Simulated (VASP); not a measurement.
Output of a VASP run:

OSZICAR:
```
       N       E                     dE             d eps       ncg     rms          rms(c)
DAV:   1     0.377680886784E+03    0.37768E+03   -0.10881E+04  3600   0.164E+03
DAV:   2     0.791708464373E+01   -0.36976E+03   -0.36428E+03  5103   0.691E+02
DAV:   3    -0.140378758931E+02   -0.21955E+02   -0.21353E+02  6127   0.212E+02
DAV:   4    -0.143696984034E+02   -0.33182E+00   -0.32650E+00  5355   0.214E+01
DAV:   5    -0.143764188975E+02   -0.67205E-02   -0.67129E-02  6065   0.327E+00    0.984E+00
DAV:   6    -0.134487919825E+02    0.92763E+00   -0.19655E+00  4524   0.206E+01    0.326E+00
DAV:   7    -0.133022471361E+02    0.14654E+00   -0.51545E-01  4748   0.964E+00    0.649E-01
DAV:   8    -0.132899939261E+02    0.12253E-01   -0.17427E-02  5265   0.207E+00    0.167E-01
DAV:   9    -0.132896891022E+02    0.30482E-03   -0.21105E-03  4950   0.628E-01    0.162E-02
DAV:  10    -0.132897052119E+02   -0.16110E-04   -0.46132E-05  5937   0.112E-01    0.349E-03
DAV:  11    -0.132897056954E+02   -0.48349E-06   -0.54075E-07  2892   0.123E-02
   1 F= -.83553806E+01 E0= -.83558558E+01  d E =-.835538E+01
       N       E                     dE             d eps       ncg     rms          rms(c)
DAV:   1    -0.190227177004E+02   -0.57330E+01   -0.19507E+02  3600   0.228E+02    0.230E+01
DAV:   2    -0.132640717111E+02    0.57586E+01   -0.15693E+01  5186   0.679E+01    0.602E+00
DAV:   3    -0.125072614443E+02    0.75681E+00   -0.25517E+00  4568   0.251E+01    0.374E+00
DAV:   4    -0.124826457485E+02    0.24616E-01   -0.96169E-02  4714   0.436E+00    0.492E-01
DAV:   5    -0.124825067990E+02    0.13895E-03   -0.97190E-03  5862   0.134E+00    0.673E-02
DAV:   6    -0.124825022199E+02    0.45791E-05   -0.26854E-04  5673   0.292E-01    0.242E-02
DAV:   7    -0.124824993045E+02    0.29153E-05   -0.24650E-05  5490   0.841E-02    0.503E-03
DAV:   8    -0.124824991324E+02    0.17216E-06   -0.10209E-06  2370   0.211E-02
   2 F= -.83785018E+01 E0= -.83787434E+01  d E =-.231213E-01
       N       E                     dE             d eps       ncg     rms          rms(c)
DAV:   1    -0.144686579200E+02   -0.19862E+01   -0.48257E+01  3600   0.119E+02    0.962E+00
DAV:   2    -0.131017342082E+02    0.13669E+01   -0.41625E+00  5371   0.353E+01    0.266E+00
DAV:   3    -0.129610363024E+02    0.14070E+00   -0.60154E-01  4561   0.117E+01    0.122E+00
DAV:   4    -0.129587031040E+02    0.23332E-02   -0.25189E-02  4882   0.238E+00    0.271E-01
DAV:   5    -0.129580849009E+02    0.61820E-03   -0.38182E-03  5249   0.974E-01    0.369E-02
DAV:   6    -0.129580954535E+02   -0.10553E-04   -0.86488E-05  5864   0.164E-01    0.186E-02
DAV:   7    -0.129580956666E+02   -0.21313E-06   -0.42717E-06  3607   0.365E-02
   3 F= -.84772305E+01 E0= -.84780231E+01  d E =-.121850E+00
       N       E                     dE             d eps       ncg     rms          rms(c)
DAV:   1    -0.129500858489E+02    0.80096E-02   -0.23321E-02  3621   0.257E+00    0.223E-01
DAV:   2    -0.129494181025E+02    0.66775E-03   -0.18835E-03  5391   0.730E-01    0.609E-02
DAV:   3    -0.129493395724E+02    0.78530E-04   -0.31334E-04  4567   0.271E-01    0.324E-02
DAV:   4    -0.129493377897E+02    0.17827E-05   -0.96255E-06  4789   0.452E-02    0.376E-03
DAV:   5    -0.129493375568E+02    0.23288E-06   -0.12095E-06  1991   0.199E-02
   4 F= -.84772461E+01 E0= -.84780272E+01  d E =-.121866E+00
```

**OUTCAR**
```
------------------------ aborting loop because EDIFF is reached ----------------------------------------
  FORCE on cell =-STRESS in cart. coord.  units (eV):
  Direction    XX          YY          ZZ          XY          YZ          ZX
  --------------------------------------------------------------------------------------
  Total        4.4764061      4.4764058      4.5087862      0.0000000      0.0000000      0.0000000
  in kB      200.1929557    200.1929430    201.6410556      0.0000000      0.0000000      0.0000000
  external PRESSURE =       0.6756514 kB  Pullay stress =     200.0000000 kB
  volume of cell :       35.83
      direct lattice vectors                 reciprocal lattice vectors
     1.498229343 -2.595009261 -0.000000000     0.333727278 -0.192677540  0.000000000
     1.498229343  2.595009261  0.000000000     0.333727278  0.192677540  0.000000000
    -0.000000000  0.000000000  4.607274191     0.000000000 -0.000000000  0.217048076
 POSITION                                       TOTAL-FORCE (eV/Angst)
 -----------------------------------------------------------------------------------
      1.49823      0.86500      1.15182         0.000000      0.000000      0.000000
      1.49823     -0.86500      3.45546        -0.000000     -0.000000      0.000000
 -----------------------------------------------------------------------------------
    total drift:                                0.000076      0.000609     -0.000016
  FREE ENERGIE OF THE ION-ELECTRON SYSTEM (eV)
  ---------------------------------------------------
  free  energy   TOTEN  =       -12.9493375568 eV

  energy  without entropy=      -12.9516807847  energy(sigma->0) =      -12.95011863
  enthalpy is  TOTEN    =        -8.4772460788 eV   P V=        4.4720914780

 reached required accuracy - stopping structural energy minimisation
```
(Selected blocks of OUTCAR.)

POSCAR:
```
Sc
1
    1.5480328245    -2.6812714236     0.0000000000
    1.5480328245     2.6812714236     0.0000000000
    0.0000000000     0.0000000000     4.7616493414
Sc
2
Direct
  0.3333330000   0.6666670000   0.2500000000
  0.6666670000   0.3333330000   0.7500000000
```

Question: Write an INCAR and KPOINTS that could have produced this output.

Answer: This is not unique; one that fits is the input of the run itself, LDA (Ceperley-Alder, Perdew-Zunger), plane waves, VASP's LDA PAW potentials (set 64).

KPOINTS:
```
K-points
0
Gamma
14 14 8
0 0 0
```

**INCAR**
```
# general
SYSTEM  = Sc
PREC    = Accurate
ENCUT   = 500   # plane-wave cut-off (eV)
LREAL   = .FALSE.
LASPH   = .TRUE.

# electronic loop
EDIFF   = 1E-6   # SCF stop (eV)
NELM    = 100
ALGO    = Normal
LMAXMIX = 4   # l cut-off of mixed one-centre charges

# smearing
ISMEAR  = 1
SIGMA   = 0.1

# ions
IBRION  = 2
NSW     = 40   # most ionic steps
ISIF    = 3
EDIFFG  = -0.02
PSTRESS = 200

# output
LWAVE   = .FALSE.
LCHARG  = .FALSE.
```

POTCAR, in this order: Sc_sv (LDA.64 set). Program: vasp_std.

Energy and stress use the plane-wave basis of the starting cell.

The compound is Sc in the hcp structure. This run relaxes it under an external pressure of 20 GPa. Symmetry was kept, so distortions that lower it aren't found.
